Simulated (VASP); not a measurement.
# C₂H₂S: constrained molecular dynamics

C₂H₂S, molecule in box, 5 atoms in the cell. PBE, constrained or biased molecular dynamics; PAW potentials C, S, H (PBE set).

Held coordinates: R 1 4.

## Input

INCAR:
```
  PREC = Normal
  EDIFF = 1E-5
  LREAL = F
  ALGO = Normal
  NELMIN = 4
  ISYM = 0
  LWAVE = F
  LCHARG = F
  IBRION = 0
  ISIF = 2
  TEBEG = 350
  POTIM = 1.0
  RANDOM_SEED = 733037 0 0
  ENCUT = 400
  ISMEAR = 0
  SIGMA = 0.02
  MDALGO = 2
  SMASS = 0
  LBLUEOUT = T
  NSW = 40
```

KPOINTS:
```
k-points
0
Gamma
  1 1 1
```

ICONST:
```
R 1 4 0
R 1 2 7
A 4 1 2 7
M 1 4 2 7
P 1 4 1 2 7
W 1 4 1.28 9 14 7
cX 1 7
X 4 7
```

POSCAR:
```
H2C2S
1.0
   10.5000000000      0.0000000000      0.0000000000
    0.0000000000      9.0000000000      0.0000000000
    0.0000000000      0.0000000000      9.0000000000
C S H
2 1 2
Direct
    0.4066333300      0.4236833300      0.5028555600
    0.5206809500      0.4368277800      0.5055444400
    0.6805095100      0.4397277700      0.5119111100
    0.3056809500      0.4135277800      0.5002222200
    0.6943190500      0.5864722200      0.4880888900
```

Commands:
```
cat potpaw_PBE.64/C/POTCAR potpaw_PBE.64/S/POTCAR potpaw_PBE.64/H/POTCAR > POTCAR
mpirun -np 1 vasp_gam > vasp.out
```

## Result

- Mean force dA/dxi (eV per unit): -0.25

The thermostat is set to 350 K; the run averages 355 K.

The constraints are off by 5.0e-06 at most, with SHAKETOL = 1e-05.

ICONST:
```
R 1 4 0
R 1 2 7
A 4 1 2 7
M 1 4 2 7
P 1 4 1 2 7
W 1 4 1.28 9 14 7
cX 1 7
X 4 7
```

REPORT:
```
MDALGO =   2
               SCALING =       0
                 CNEXP =     9.000   14.000
           EQUI_REGIME =      0
          SHAKEMAXITER =      1000
              SHAKETOL =   0.100000E-04
          SHAKETOLSOFT =   0.100000E-04
              SHAKESCA =    2.00000000
           RANDOM_SEED =            733037                0                0

   original number of atomic DOF:         12
   number of independent constraints:      1
   number of active DOF:                  11

========================================
         MD step No.       1
========================================

  Atomic velocities initialized by STEP_tb

  >Monit_coord
   mc> R          1.20357
   mc> A          3.12895
   mc> M          0.07005
   mc> P          0.88420
   mc> W          0.87626
   mc> cX         4.26965
   mc> X          0.30568

  SHAKE converged in   13 steps

  >Const_coord
   cc> R    1.06420   1.06420  0.263199E-05

  >Blue_moon
        lambda        |z|^(-1/2)    GkT           |z|^(-1/2)*(lambda+GkT)
   b_m> -0.103127E+01  0.960803E+00 -0.143137E-13 -0.990843E+00

  >Energies
                    E_tot             E_pot             E_kin               EPS                ES
[... 57 lines left out ...]
   mc> M          0.08291
   mc> P          0.86750
   mc> W          0.87626
   mc> cX         4.27698
   mc> X          0.30626

  SHAKE converged in   11 steps

  >Const_coord
   cc> R    1.06420   1.06420  0.323921E-05

  >Blue_moon
        lambda        |z|^(-1/2)    GkT           |z|^(-1/2)*(lambda+GkT)
   b_m> -0.317051E+00  0.960803E+00  0.138631E-13 -0.304623E+00

  >Energies
                    E_tot             E_pot             E_kin               EPS                ES
   e_b>   -0.26684799E+02   -0.26848506E+02    0.18213880E+00    0.14116111E-02   -0.18792181E-01

  >Temperature
               T_sim     T_inst
   tmprt>    350.000    384.295

  >Thermostat:
           s(n+1) sdot(n+1)      s(n)   sdot(n)        Qs
   s_b>  -0.04638   0.01072  -0.05664   0.00981   0.00257

           RANDOM_SEED =            733037               30                0
```

Limits: the run is only 0.04 ps long, so its averages are rough.

VASP 6.6.1 took 171 s on 1 core (Intel Xeon Platinum 8488C (Sapphire Rapids)), a shared host.
